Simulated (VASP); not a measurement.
OSZICAR of a VASP run on PtSe2 (1T layered):

**OSZICAR**
```
       N       E                     dE             d eps       ncg     rms          rms(c)
DAV:   1     0.934317805694E+02    0.93432E+02   -0.89161E+03  1948   0.104E+03
DAV:   2    -0.139623278581E+02   -0.10739E+03   -0.10520E+03  2400   0.215E+02
DAV:   3    -0.178722164914E+02   -0.39099E+01   -0.38914E+01  2238   0.432E+01
DAV:   4    -0.179010735724E+02   -0.28857E-01   -0.28846E-01  2308   0.402E+00
DAV:   5    -0.179013703121E+02   -0.29674E-03   -0.29674E-03  2259   0.390E-01    0.134E+01
DAV:   6    -0.173197251659E+02    0.58165E+00   -0.49776E+00  1895   0.217E+01    0.807E+00
DAV:   7    -0.171196301980E+02    0.20009E+00   -0.93714E-01  1888   0.104E+01    0.394E+00
DAV:   8    -0.170884294500E+02    0.31201E-01   -0.68494E-02  2000   0.199E+00    0.844E-01
DAV:   9    -0.170849681886E+02    0.34613E-02   -0.86944E-03  2077   0.957E-01    0.207E-01
DAV:  10    -0.170849901240E+02   -0.21935E-04   -0.11147E-03  2133   0.272E-01    0.444E-02
DAV:  11    -0.170849808272E+02    0.92968E-05   -0.94138E-05  2147   0.101E-01    0.200E-02
DAV:  12    -0.170849779653E+02    0.28619E-05   -0.12073E-05  2021   0.345E-02    0.279E-03
DAV:  13    -0.170849779989E+02   -0.33655E-07   -0.74118E-07  1063   0.663E-03
   1 F= -.17084978E+02 E0= -.17084825E+02  d E =-.170850E+02
       N       E                     dE             d eps       ncg     rms          rms(c)
DAV:   1    -0.170888246495E+02   -0.38467E-02   -0.14687E-01  1860   0.265E+00    0.214E-01
DAV:   2    -0.170881077776E+02    0.71687E-03   -0.68705E-03  2273   0.628E-01    0.101E-01
DAV:   3    -0.170878997040E+02    0.20807E-03   -0.49789E-04  2045   0.166E-01    0.511E-02
DAV:   4    -0.170878550150E+02    0.44689E-04   -0.18431E-04  2189   0.123E-01    0.288E-02
DAV:   5    -0.170878524655E+02    0.25495E-05   -0.10073E-05  2140   0.273E-02    0.140E-02
DAV:   6    -0.170878524395E+02    0.26017E-07   -0.15179E-06  1196   0.936E-03
   2 F= -.17087852E+02 E0= -.17087779E+02  d E =-.287444E-02
       N       E                     dE             d eps       ncg     rms          rms(c)
DAV:   1    -0.170902242803E+02   -0.23718E-02   -0.18556E-01  1860   0.298E+00    0.238E-01
DAV:   2    -0.170893239422E+02    0.90034E-03   -0.86667E-03  2280   0.701E-01    0.114E-01
DAV:   3    -0.170890636122E+02    0.26033E-03   -0.62142E-04  2066   0.182E-01    0.553E-02
DAV:   4    -0.170890115571E+02    0.52055E-04   -0.21833E-04  2168   0.133E-01    0.319E-02
DAV:   5    -0.170890085749E+02    0.29822E-05   -0.12200E-05  2133   0.304E-02    0.154E-02
DAV:   6    -0.170890085714E+02    0.34397E-08   -0.18603E-06  1294   0.103E-02
   3 F= -.17089009E+02 E0= -.17089045E+02  d E =-.403057E-02
       N       E                     dE             d eps       ncg     rms          rms(c)
DAV:   1    -0.170991494272E+02   -0.10141E-01   -0.20660E-01  1874   0.406E+00    0.628E-01
DAV:   2    -0.170911632081E+02    0.79862E-02   -0.45170E-02  1930   0.230E+00    0.359E-01
DAV:   3    -0.170893727991E+02    0.17904E-02   -0.41351E-03  2021   0.713E-01    0.127E-01
DAV:   4    -0.170890429960E+02    0.32980E-03   -0.20986E-03  1944   0.259E-01    0.490E-02
DAV:   5    -0.170890342554E+02    0.87405E-05   -0.61890E-05  2084   0.749E-02    0.375E-02
DAV:   6    -0.170890364269E+02   -0.21714E-05   -0.13996E-05  2154   0.297E-02    0.381E-03
DAV:   7    -0.170890363076E+02    0.11922E-06   -0.64284E-07  1056   0.685E-03
   4 F= -.17089036E+02 E0= -.17089108E+02  d E =-.277362E-04
       N       E                     dE             d eps       ncg     rms          rms(c)
DAV:   1    -0.170917215105E+02   -0.26851E-02   -0.49249E-02  1874   0.198E+00    0.307E-01
DAV:   2    -0.170898292059E+02    0.18923E-02   -0.10967E-02  1916   0.114E+00    0.185E-01
DAV:   3    -0.170893786792E+02    0.45053E-03   -0.10339E-03  2035   0.357E-01    0.674E-02
DAV:   4    -0.170892985595E+02    0.80120E-04   -0.52694E-04  1916   0.128E-01    0.243E-02
DAV:   5    -0.170892959135E+02    0.26460E-05   -0.19748E-05  2028   0.416E-02    0.187E-02
DAV:   6    -0.170892962731E+02   -0.35966E-06   -0.40290E-06  2048   0.173E-02
   5 F= -.17089296E+02 E0= -.17089350E+02  d E =-.287702E-03
       N       E                     dE             d eps       ncg     rms          rms(c)
DAV:   1    -0.170915362243E+02   -0.22403E-02   -0.11435E-01  1867   0.242E+00    0.269E-01
DAV:   2    -0.170902171965E+02    0.13190E-02   -0.91715E-03  1923   0.953E-01    0.136E-01
DAV:   3    -0.170899037126E+02    0.31348E-03   -0.70384E-04  2189   0.286E-01    0.558E-02
DAV:   4    -0.170898169689E+02    0.86744E-04   -0.45286E-04  1979   0.135E-01    0.229E-02
DAV:   5    -0.170898161418E+02    0.82714E-06   -0.25363E-05  2014   0.378E-02    0.122E-02
DAV:   6    -0.170898157334E+02    0.40842E-06   -0.27444E-06  1744   0.167E-02
   6 F= -.17089816E+02 E0= -.17089890E+02  d E =-.519460E-03
       N       E                     dE             d eps       ncg     rms          rms(c)
DAV:   1    -0.170929936552E+02   -0.31775E-02   -0.19418E-01  1860   0.315E+00    0.349E-01
DAV:   2    -0.170907555972E+02    0.22381E-02   -0.15449E-02  1923   0.123E+00    0.174E-01
DAV:   3    -0.170902368336E+02    0.51876E-03   -0.11592E-03  2203   0.364E-01    0.725E-02
DAV:   4    -0.170900915820E+02    0.14525E-03   -0.75380E-04  1972   0.174E-01    0.295E-02
DAV:   5    -0.170900902102E+02    0.13718E-05   -0.42195E-05  2028   0.486E-02    0.158E-02
DAV:   6    -0.170900895848E+02    0.62536E-06   -0.45954E-06  2154   0.212E-02
   7 F= -.17090090E+02 E0= -.17090188E+02  d E =-.793312E-03
```

Question: Which electronic solver shows in the log?

Answer: It is blocked Davidson (ALGO = Normal, or the opening steps of other solvers). The INCAR had ALGO = Normal.

Question: Can the final energy be trusted as converged?

Answer: The calculation finished and met its thresholds. It stopped with EDIFF = 1E-6, NELM = 100, NSW = 60 and EDIFFG = -0.02 after 7 ionic steps (LDA (Ceperley-Alder, Perdew-Zunger), plane waves, VASP's LDA PAW potentials (set 64)).

The compound is PtSe2 in the 1T layered structure. This run relaxes it. Symmetry was kept, so distortions that lower it aren't found. The start is the result of an earlier pass.
